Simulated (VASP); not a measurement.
All values below come from PBE GGA, VASP's PBE PAW potentials (set 64) (plane waves; VASP).

A VASP calculation is set up with these files.

**POSCAR**
```
HfN
1
    0.0000000000     2.1993019414     2.1993019414
    2.1993019414     0.0000000000     2.1993019414
    2.1993019414     2.1993019414     0.0000000000
Hf N
1 1
Direct
  0.0000000000   0.0000000000   0.0000000000
  0.5000000000   0.5000000000   0.5000000000
```

INCAR:
```
SYSTEM = HfN
PREC = Accurate; ENCUT = 620; LREAL = .False.
LASPH = .True.
EDIFF = 1E-6; NELM = 100; ALGO = Normal
LMAXMIX = 6
ISMEAR = 1; SIGMA = 0.1
GGA = PE
IBRION = 2; NSW = 40; ISIF = 3
EDIFFG = -0.02; PSTRESS = 450
LWAVE = .False.; LCHARG = .False.
```

### KPOINTS
```
Automatic mesh
0
Gamma
14 14 14
0 0 0
```

POTCAR, in this order: Hf_pv N (PBE.64 set). Program: vasp_std.

Energy and stress use the plane-wave basis of the starting cell. Unless said otherwise, spin-orbit coupling is left out, though it shifts the bands of the heavy elements here.

Task: What does the run give for the energy per atom (σ→0), volume per atom, band gap (on the k-mesh)?

Result: 
The energy per atom (σ→0) is -10.703 eV/atom and the band gap (on the k-mesh) is none (metal, semimetal or under 0.01 eV). The volume per atom is 10.27 Å³/atom.

**OSZICAR**
```
...
DAV:   8    -0.214156112944E+02    0.10089E-06   -0.13355E-06  1637   0.954E-03
   3 F= -.15638893E+02 E0= -.15638772E+02  d E =-.357886E-01
       N       E                     dE             d eps       ncg     rms          rms(c)
DAV:   1    -0.214071964716E+02    0.84149E-02   -0.30085E-03  2300   0.583E-01    0.227E-01
DAV:   2    -0.214071178341E+02    0.78638E-04   -0.12161E-04  2387   0.115E-01    0.111E-01
DAV:   3    -0.214070932631E+02    0.24571E-04   -0.58017E-05  2483   0.779E-02    0.569E-02
DAV:   4    -0.214070933852E+02   -0.12208E-06   -0.20458E-06  2529   0.156E-02
   4 F= -.15638972E+02 E0= -.15638852E+02  d E =-.358682E-01
```

The compound is HfN in the rock salt structure. This run relaxes it under an external pressure of 45 GPa. Symmetry was kept, so distortions that lower it aren't found. The electron count is odd and the run is not spin-polarised, which forces a metal.
